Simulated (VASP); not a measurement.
Calculation: PBEsol GGA, VASP's PBE PAW potentials (set 64) (plane waves; VASP).

A VASP calculation is set up with these files.

File POSCAR:
```
BP
1
    0.0000000000     2.2377127297     2.2377127297
    2.2377127297     0.0000000000     2.2377127297
    2.2377127297     2.2377127297     0.0000000000
B P
1 1
Direct
  0.0000000000   0.0000000000   0.0000000000
  0.2500000000   0.2500000000   0.2500000000
```

INCAR:
```
SYSTEM = BP
PREC = Accurate
ENCUT = 520
EDIFF = 1E-7
NELM = 100
ALGO = Normal
LREAL = .FALSE.
LASPH = .TRUE.
ISMEAR = 0
SIGMA = 0.05
GGA = PS
LWAVE = .FALSE.
LCHARG = .FALSE.
ISIF = 2
```

File KPOINTS:
```
Automatic mesh
0
Gamma
10 10 10
0 0 0
```

POTCAR, in this order: B P (PBE.64 set). Program: vasp_std.

The run wrote:

### OSZICAR
```
       N       E                     dE             d eps       ncg     rms          rms(c)
DAV:   1     0.709254377348E+01    0.70925E+01   -0.41056E+03   768   0.896E+02
DAV:   2    -0.142490290482E+02   -0.21342E+02   -0.20286E+02  1232   0.109E+02
DAV:   3    -0.144605434006E+02   -0.21151E+00   -0.21151E+00   848   0.141E+01
DAV:   4    -0.144610050221E+02   -0.46162E-03   -0.46162E-03  1216   0.678E-01
DAV:   5    -0.144610051642E+02   -0.14201E-06   -0.14201E-06   840   0.104E-02    0.746E+00
DAV:   6    -0.137842396153E+02    0.67677E+00   -0.16745E+00   832   0.710E+00    0.402E+00
DAV:   7    -0.136715809814E+02    0.11266E+00   -0.31587E-01  1128   0.338E+00    0.125E+00
DAV:   8    -0.136616161291E+02    0.99649E-02   -0.28691E-02   832   0.116E+00    0.202E-01
DAV:   9    -0.136617312897E+02   -0.11516E-03   -0.46939E-04  1064   0.205E-01    0.113E-01
DAV:  10    -0.136617845607E+02   -0.53271E-04   -0.11843E-04   832   0.811E-02    0.204E-02
DAV:  11    -0.136617886657E+02   -0.41050E-05   -0.41114E-06  1104   0.185E-02    0.263E-02
DAV:  12    -0.136617889611E+02   -0.29539E-06   -0.13884E-06   880   0.718E-03    0.528E-03
DAV:  13    -0.136617889730E+02   -0.11901E-07   -0.24870E-08   400   0.150E-03
   1 F= -.13661789E+02 E0= -.13661789E+02  d E =-.718287E-18
```

**OUTCAR**
```
------------------------ aborting loop because EDIFF is reached ----------------------------------------
  FORCE on cell =-STRESS in cart. coord.  units (eV):
  Direction    XX          YY          ZZ          XY          YZ          ZX
  --------------------------------------------------------------------------------------
  Total        0.7628642      0.7628642      0.7628642      0.0000000      0.0000000     -0.0000000
  in kB       54.5399638     54.5399638     54.5399638      0.0000000      0.0000000     -0.0000000
  external PRESSURE =      54.5399638 kB  Pullay stress =       0.0000000 kB
  volume of cell :       22.41
      direct lattice vectors                 reciprocal lattice vectors
     0.000000000  2.237712730  2.237712730    -0.223442443  0.223442443  0.223442443
     2.237712730  0.000000000  2.237712730     0.223442443 -0.223442443  0.223442443
     2.237712730  2.237712730  0.000000000     0.223442443  0.223442443 -0.223442443
  FREE ENERGIE OF THE ION-ELECTRON SYSTEM (eV)
  ---------------------------------------------------
  free  energy   TOTEN  =       -13.6617889730 eV

  energy  without entropy=      -13.6617889730  energy(sigma->0) =      -13.66178897
```
(Selected blocks of OUTCAR.)

The compound is BP in the zinc blende structure. This cell is one point of a volume scan, at 0.97 of the reference volume.
